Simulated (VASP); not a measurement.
# Si2WC3 (P3m1) in VASP: single point with PBE

Aim: the single point of Si2WC3 with PBE.

Program: VASP 6.6.1. These are calculated values, not measurements. Logs are shortened: lines on timing, memory, paths and dates and some standing lists are left out, and cuts for length are marked.

## Step 1: The crystal as given

The structure is trigonal, space group P3m1 (No. 156). Conventional cell: a = 3.015 Å, b = 3.015 Å, c = 8.092 Å, α = 90.00°, β = 90.00°, γ = 120.00°. Si (site symmetry 3m) is surrounded by 4 C at 1.84 to 1.94 Å. Si (site symmetry 3m) is surrounded by 4 C at 1.83 to 1.88 Å. W (site symmetry 3m) is surrounded by 6 C at 2.14 to 2.38 Å. C (site symmetry 3m) has 3 Si at 1.94 Å as nearest neighbours. C (site symmetry 3m) is surrounded by 4 Si at 1.84 to 1.88 Å. C (site symmetry 3m) has 1 Si at 1.83 Å as nearest neighbours.

The cell was built by a generator and needn't be a form met in nature.

## Step 2: Single point, PBE

File INCAR:

```
SYSTEM = Si2WC3
PREC = Normal
ENCUT = 520
EDIFF = 1E-5
ISMEAR = 0
SIGMA = 0.05
LREAL = Auto
LASPH = .True.
NELM = 80
ALGO = Fast
ISIF = 2
LWAVE = .False.
LCHARG = .False.
GGA = PE
```

File KPOINTS:

```
regular mesh
0
Gamma
  7 7 2
  0 0 0
```

File POSCAR:

```
Si2WC3
1.0
    6.0292520000      0.0000000000      0.0000000000
   -1.5073130000      2.6107430000      0.0000000000
    0.0000000000      0.0000000000      8.0921400000
Si W C
4 2 6
Direct
    0.0000000000      0.0000000000      0.8979010000
    0.5000000000      0.0000000000      0.8979010000
    0.1666665000      0.6666670000      0.5832590000
    0.6666665000      0.6666670000      0.5832590000
    0.0000000000      0.0000000000      0.2031560000
    0.5000000000      0.0000000000      0.2031560000
    0.1666665000      0.6666670000      0.0027220000
    0.6666665000      0.6666670000      0.0027220000
    0.0000000000      0.0000000000      0.6705840000
    0.5000000000      0.0000000000      0.6705840000
    0.1666665000      0.6666670000      0.3573680000
    0.6666665000      0.6666670000      0.3573680000
```

Potentials or basis: VASP PAW PBE potentials, release 64 (Si, W_sv, C).

Launch:

```sh
$ cat potpaw_PBE.64/Si/POTCAR potpaw_PBE.64/W_sv/POTCAR potpaw_PBE.64/C/POTCAR > POTCAR
$ mpirun -np 1 vasp_std > vasp.out
```

OUTCAR:

```text
SYSTEM = Si2WC3
   PREC = Normal
   ENCUT = 520
   EDIFF = 1E-5
   ISMEAR = 0
   LREAL = Auto
   LASPH = .True.
   NELM = 80
   ISIF = 2
   GGA = PE

 ion  position               nearest neighbor table
   1  0.000  0.000  0.898-   9 1.84   7 1.94   8 1.94   7 1.94   5 2.47   2 3.01   2 3.01   2 3.01
                             2 3.01   3 3.08   4 3.08   3 3.08
   2  0.500  0.000  0.898-  10 1.84   8 1.94   7 1.94   8 1.94   6 2.47   1 3.01   1 3.01   1 3.01
                             1 3.01   4 3.08   3 3.08   4 3.08
   3  0.167  0.667  0.583-  11 1.83   9 1.88  10 1.88   9 1.88   4 3.01   4 3.01   4 3.01   4 3.01
                             1 3.08   2 3.08   1 3.08
   4  0.667  0.667  0.583-  12 1.83  10 1.88   9 1.88  10 1.88   3 3.01   3 3.01   3 3.01   3 3.01
                             2 3.08   1 3.08   2 3.08
   5  0.000  0.000  0.203-  11 2.14  12 2.14  11 2.14   7 2.38   8 2.38   7 2.38   1 2.47   6 3.01
                             6 3.01   6 3.01   6 3.01
   6  0.500  0.000  0.203-  12 2.14  11 2.14  12 2.14   8 2.38   7 2.38   8 2.38   2 2.47   5 3.01
                             5 3.01   5 3.01   5 3.01
   7  0.167  0.667  0.003-   1 1.94   2 1.94   1 1.94   5 2.38   6 2.38   5 2.38
   8  0.667  0.667  0.003-   2 1.94   1 1.94   2 1.94   6 2.38   5 2.38   6 2.38
   9  0.000  0.000  0.671-   1 1.84   3 1.88   4 1.88   3 1.88
  10  0.500  0.000  0.671-   2 1.84   4 1.88   3 1.88   4 1.88
  11  0.167  0.667  0.357-   3 1.83   5 2.14   6 2.14   5 2.14
  12  0.667  0.667  0.357-   4 1.83   6 2.14   5 2.14   6 2.14

  Warning from LATTYP: Monoclinic adjustment (A1->A3, A2->A1, A3->A2)!
  LATTYP: Found a simple orthorhombic cell.
 ALAT       =     3.0146262608
 B/A-ratio  =     1.7320507077
 C/A-ratio  =     2.6842929438

  Lattice vectors:

 A1 = (   1.5073130000,  -2.6107430000,   0.0000000000)
 A2 = (   4.5219390000,   2.6107430000,   0.0000000000)
 A3 = (   0.0000000000,   0.0000000000,   8.0921400000)

Analysis of symmetry for initial positions (statically):
=====================================================================
 Subroutine PRICEL returns following result:

  LATTYP: Found a hexagonal cell.
 ALAT       =     3.0146260000
 C/A-ratio  =     2.6842931760

  Lattice vectors:

 A1 = (   3.0146260000,   0.0000000000,   0.0000000000)
 A2 = (  -1.5073130000,   2.6107430000,   0.0000000000)
 A3 = (   0.0000000000,   0.0000000000,   8.0921400000)

   2 primitive cells build up your supercell.

 Routine SETGRP: Setting up the symmetry group for a
 simple orthorhombic supercell.

 Subroutine GETGRP returns: Found  2 space group operations
 (whereof  2 operations were pure point group operations)
 out of a pool of  8 trial point group operations.

The static configuration has the point symmetry C_1h.

Analysis of symmetry for dynamics (positions and initial velocities):
=====================================================================
 Subroutine PRICEL returns following result:

  LATTYP: Found a hexagonal cell.
 ALAT       =     3.0146260000
 C/A-ratio  =     2.6842931760

  Lattice vectors:

 A1 = (   3.0146260000,   0.0000000000,   0.0000000000)
 A2 = (  -1.5073130000,   2.6107430000,   0.0000000000)
 A3 = (   0.0000000000,   0.0000000000,   8.0921400000)

   2 primitive cells build up your supercell.

 Routine SETGRP: Setting up the symmetry group for a
 simple orthorhombic supercell.

 Subroutine GETGRP returns: Found  2 space group operations
 (whereof  2 operations were pure point group operations)
 out of a pool of  8 trial point group operations.

The dynamic configuration has the point symmetry C_1h.

 Subroutine INISYM returns: Found  2 space group operations
 (whereof  2 operations are pure point group operations),
 and found     2 'primitive' translations

[... 25 lines left out ...]
                 2           3
                 3           5
                 4           7
                 5           9
                 6          11

----------------------------------------------------------------------------------------

 KPOINTS: regular mesh

Automatic generation of k-mesh.
 Grid dimensions read from file:
 generate k-points for:    7    7    2

 Generating k-lattice:

  Cartesian coordinates                     Fractional coordinates (reciprocal lattice)
     0.023694008  0.013679740  0.000000000     0.142857143  0.000000000  0.000000000
     0.000000000  0.054718960  0.000000000     0.000000000  0.142857143  0.000000000
     0.000000000  0.000000000  0.061788353     0.000000000  0.000000000  0.500000000

  Length of vectors
     0.027359483  0.054718960  0.061788353

  Shift w.r.t. Gamma in fractional coordinates (k-lattice)
     0.000000000  0.000000000  0.000000000

 Subroutine IBZKPT returns following result:
 ===========================================

 Found     32 irreducible k-points:

 Following reciprocal coordinates:
            Coordinates               Weight
  0.000000  0.000000  0.000000      1.000000
  0.142857 -0.000000  0.000000      2.000000
  0.285714 -0.000000  0.000000      2.000000
  0.428571 -0.000000  0.000000      2.000000
  0.000000  0.142857  0.000000      4.000000
  0.142857  0.142857  0.000000      4.000000
[... 16 lines left out ...]
  0.285714  0.142857  0.500000      4.000000
 -0.142857  0.142857  0.500000      2.000000
 [... further k-points ...]
   k-points           NKPTS =     32   k-points in BZ     NKDIM =     32   number of bands    NBANDS=     41
   number of dos      NEDOS =    301   number of ions     NIONS =     12
   total plane-waves  NPLWV =  31104
   dimension x,y,z NGX =    36 NGY =   18 NGZ =   48
   dimension x,y,z NGXF=    72 NGYF=   36 NGZF=   96
   ions per type =               4   2   6
   NGX,Y,Z   is equivalent  to a cutoff of   9.93,  9.93,  9.86 a.u.
   NGXF,Y,Z  is equivalent  to a cutoff of  19.85, 19.85, 19.72 a.u.
 SYSTEM =  Si2WC3
   PREC   = normal    normal or accurate (medium, high low for compatibility)
   ISTART =      0    job   : 0-new  1-cont  2-samecut
   ICHARG =      2    charge: 1-file 2-atom 10-const
   ISPIN  =      1    spin polarized calculation?
   LNONCOLLINEAR =      F non collinear calculations
   LSORBIT =      F    spin-orbit coupling
   LASPH  =      T    aspherical Exc in radial PAW
   ENCUT  =  520.0 eV  38.22 Ry    6.18 a.u.  11.21  5.61 15.05*2*pi/ulx,y,z
   NELM   =     80;   NELMIN=  2; NELMDL= -5     # of ELM steps
   EDIFF  = 0.1E-04   stopping-criterion for ELM
   LREAL  =      T    real-space projection
   EDIFFG = 0.1E-03   stopping-criterion for IOM
   NSW    =      0    number of steps for IOM
   IBRION =     -1    ionic relax: 0-MD 1-quasi-New 2-CG
   NFREE  =      0    steps in history (QN), initial steepest desc. (CG)
   ISIF   =      2    stress and relaxation
   ISYM   =      2    0-nonsym 1-usesym 2-fastsym
   POTIM  = 0.5000    time-step for ionic-motion
   TEBEG  =    0.0;   TEEND  =   0.0 temperature during run
   PSTRESS=    0.0 pullay stress
   NELECT =      68.0000    total number of electrons
   NUPDOWN=      -1.0000    fix difference up-down
   EMIN   =  10.00;   EMAX   =-10.00  energy-range for DOS
   EFERMI =   0.00;   METHOD = LEGACY
   ISMEAR =     0;   SIGMA  =   0.05  broadening in eV -4-tet -1-fermi 0-gaus
   EFERMI_NEDOS =   21; number of points for ismear=-14 and -15
   IALGO  =     68    algorithm
   IMIX   =      4    mixing-type and parameters
     AMIX     =   0.40;   BMIX     =  1.00
     AMIX_MAG =   1.60;   BMIX_MAG =  1.00
  volume/ion in A,a.u.               =      10.61        71.63
  Fermi-wavevector in a.u.,A,eV,Ry     =   1.328049  2.509649 23.996794  1.763715
  Thomas-Fermi vector in A             =   2.457316
   LORBIT       =      0    0 simple, 1 ext, 2 COOP (PROOUT), +10 PAW based schemes
   GGA     = PE    functional components
   LHFCALC =     F    Hartree Fock is set to
   AEXX    =    0.0000 exact exchange contribution
   IVDW    =     0    specifies the selected vdW correction
   LEPSILON=     F    determine dielectric tensor
   LRPA    =     F    only Hartree local field effects (RPA)
 non-spin polarized calculation
 RMM-DIIS sequential band-by-band and
 Gauss-broadening in eV      SIGMA  =   0.05
  energy-cutoff  :      520.00
  volume of cell :      127.38
 maximum number of plane-waves:      3478
   NGX = 23   NGY = 11   NGZ = 31

 number of electron      68.0000009 magnetization

 Free energy of the ion-electron system (eV)
  ---------------------------------------------------
  ext. energy  EPLUGINS =         0.00000000
  ---------------------------------------------------
  free energy    TOTEN  =      -101.26368122 eV

  energy without entropy =     -101.26368122  energy(sigma->0) =     -101.26368122

 E-fermi :  10.0438     XC(G=0): -12.0741

 val. band max:        9.6266476101   @ k =   0.1429  -0.0000   0.5000
 cond. band min:      10.4023953249   @ k =   0.2857   0.1429   0.0000
 fundamental gap:      0.7757477148
 Fermi energy:        10.0437960085

 k-point     1 :       0.0000    0.0000    0.0000
  band No.  band energies     occupation
      1     -64.6341      2.00000
      2     -64.5991      2.00000
      3     -29.1551      2.00000
      4     -28.9043      2.00000
      5     -28.8095      2.00000
      6     -28.7349      2.00000
[... 1045 lines left out ...]
     40      13.2598      0.00000
     41      13.8384      0.00000

 [... further k-points ...]

------------------------ aborting loop because EDIFF is reached ----------------------------------------

  FORCE on cell =-STRESS in cart. coord.  units (eV):
  Direction    XX          YY          ZZ          XY          YZ          ZX
  --------------------------------------------------------------------------------------
  -------------------------------------------------------------------------------------
  Total       -0.0770981     -0.0608343      0.1466940     -0.0140848     -0.0010831     -0.0018760
  in kB       -0.9697573     -0.7651880      1.8451508     -0.1771624     -0.0136233     -0.0235961
  external PRESSURE =       0.0367352 kB  Pullay stress =       0.0000000 kB

 VOLUME and BASIS-vectors are now :
 -----------------------------------------------------------------------------
  energy-cutoff  :      520.00
  volume of cell :      127.38
      direct lattice vectors                 reciprocal lattice vectors
     6.029252000  0.000000000  0.000000000     0.165858053  0.095758181  0.000000000
    -1.507313000  2.610743000  0.000000000     0.000000000  0.383032723  0.000000000
     0.000000000  0.000000000  8.092140000     0.000000000  0.000000000  0.123576705

 POSITION                                       TOTAL-FORCE (eV/Angst)
 -----------------------------------------------------------------------------------
      0.00000      0.00000      7.26594         0.000504      0.000291     -0.027292
      3.01463      0.00000      7.26594         0.000504      0.000291     -0.027292
     -0.00000      1.74050      4.71981        -0.001107     -0.000639      0.035600
      3.01462      1.74050      4.71981        -0.001107     -0.000639      0.035600
      0.00000      0.00000      1.64397         0.000549      0.000317      0.023135
      3.01463      0.00000      1.64397         0.000549      0.000317      0.023135
     -0.00000      1.74050      0.02203         0.000053      0.000031     -0.018662
      3.01462      1.74050      0.02203         0.000053      0.000031     -0.018662
      0.00000      0.00000      5.42646         0.000890      0.000514      0.004998
      3.01463      0.00000      5.42646         0.000890      0.000514      0.004998
     -0.00000      1.74050      2.89187        -0.000888     -0.000513     -0.017779
      3.01462      1.74050      2.89187        -0.000888     -0.000513     -0.017779
 -----------------------------------------------------------------------------------
    total drift:                                0.000772     -0.001494     -0.096602

  FREE ENERGIE OF THE ION-ELECTRON SYSTEM (eV)
  ---------------------------------------------------
  free  energy   TOTEN  =      -101.2636812221 eV

  energy  without entropy=     -101.2636812221  energy(sigma->0) =     -101.26368122
```

It took 2.6 min on 1 thread of AMD EPYC 7R13 (Zen 3), shared host; peak memory 0.21 GiB.

Results:

* Free energy: -101.2637 eV
* Pressure: 0.0 GPa
* Largest force: 0.036 eV/Å
* Band gap on the k mesh: 0.78 eV

Forces on the atoms (eV/Å):
```
Si   0.001  0.000 -0.027
Si   0.001  0.000 -0.027
Si  -0.001 -0.001  0.036
Si  -0.001 -0.001  0.036
W    0.001  0.000  0.023
W    0.001  0.000  0.023
C    0.000  0.000 -0.019
C    0.000  0.000 -0.019
C    0.001  0.001  0.005
C    0.001  0.001  0.005
C   -0.001 -0.001 -0.018
C   -0.001 -0.001 -0.018
```

Caveat: spin-orbit coupling is left out, which moves the levels of the heavy elements; an odd mesh through Γ misses points on the zone boundary, where band edges often lie.
